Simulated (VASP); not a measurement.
```
CELL_PARAMETERS angstrom
      3.22353     0.00000     0.00000
     -1.61176     2.79166     0.00000
      0.00000     0.00000    10.47055
ATOMIC_POSITIONS crystal
  Mg 0.00000 0.00000 0.00000
  Mg 0.00000 0.00000 0.50000
  Mg 0.33333 0.66667 0.25000
  Mg 0.66667 0.33333 0.75000
```

Calculation: PBE GGA, VASP's PBE PAW potentials (set 64) (plane waves; VASP 6.6.1). Settings: 300 eV cut-off, 8×8×3 Γ-centred mesh, Gaussian smearing of 0.10 eV, potentials Mg.

### Question
Give the energies of bands 1 to 7 at the high-symmetry points, in eV from the Fermi level.

### Answer

| band | Γ | M | K | A | L | H |
|---|---|---|---|---|---|---|
| 1 | -6.86 | -2.14 | -0.63 | -6.52 | -1.86 | -0.40 |
| 2 | -5.49 | -2.14 | -0.62 | -6.52 | -1.86 | -0.40 |
| 3 | -5.49 | -1.08 | -0.62 | -3.81 | -1.77 | -0.34 |
| 4 | -1.68 | -1.07 | 0.17 | -3.81 | -1.77 | -0.34 |
| 5 | -1.28 | -0.55 | 0.39 | 1.44 | 0.62 | -0.22 |
| 6 | 4.90 | -0.53 | 0.39 | 1.44 | 0.62 | -0.22 |
| 7 | 4.91 | 2.69 | 0.98 | 8.83 | 1.07 | 1.90 |

It has no gap at this level: it comes out as a metal or semimetal.

The structure comes from a computed database's Mg entry; how it stands against other phases isn't given here. The cell was not relaxed at this level.
